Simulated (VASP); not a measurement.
The input files of a VASP run:

### POSCAR
```
YSi
1
    0.0000000000     3.2508000000     3.2508000000
    3.2508000000     0.0000000000     3.2508000000
    3.2508000000     3.2508000000     0.0000000000
Y Si
1 1
Direct
  0.0000000000   0.0000000000   0.0000000000
  0.5000000000   0.5000000000   0.5000000000
```

KPOINTS:
```
Automatic mesh
0
Gamma
 9 9 9
0 0 0
```

**INCAR**
```
SYSTEM = YSi
PREC = Accurate
ENCUT = 400
EDIFF = 1E-6
NELM = 100
ALGO = Normal
LREAL = .FALSE.
LASPH = .TRUE.
ISMEAR = 1
SIGMA = 0.1
GGA = PE
LMAXMIX = 4
LWAVE = .FALSE.
LCHARG = .FALSE.
IBRION = 2
ISIF = 3
NSW = 60
EDIFFG = -0.01
```

POTCAR, in this order: Y_sv Si (PBE.64 set). Program: vasp_std.

Task: Translate this PBE calculation to Ansatz.

Result: One equivalent input (not run):
Ansatz 0.2 input:
```yaml
crystal:
  lattice:
    - [0.0000000, 3.2508000, 3.2508000]
    - [3.2508000, 0.0000000, 3.2508000]
    - [3.2508000, 3.2508000, 0.0000000]
  atoms:
    - { symbol: Y, position: [0.0000000, 0.0000000, 0.0000000] }
    - { symbol: Si, position: [0.5000000, 0.5000000, 0.5000000] }
kpoints:
  mp_grid: { grid: [9, 9, 9] }
hamiltonian:
  xc: pbe
  pseudopotentials: { kind: paw }
scf:
  occupations: { method: methfessel_paxton, width: 0.1 }
  max_iter: 100
relax:
  max_steps: 60
  f_tol: 0.01
  cell: {}
output: { forces: true, stress: true, eigenvalues: true }
```
What does not carry over: each code has its own PAW files, so the cut-off isn't converted (ENCUT is set for VASP's; basis.ecutwfc is left out, and Ansatz then takes the one that its files recommend); Ansatz stops its SCF on the density residual and VASP on the energy change (EDIFF).

The structure was generated: YSi was put into the rock salt type (Fm-3m), which need not be its known phase. This run relaxes it. Symmetry was kept, so distortions that lower it aren't found.
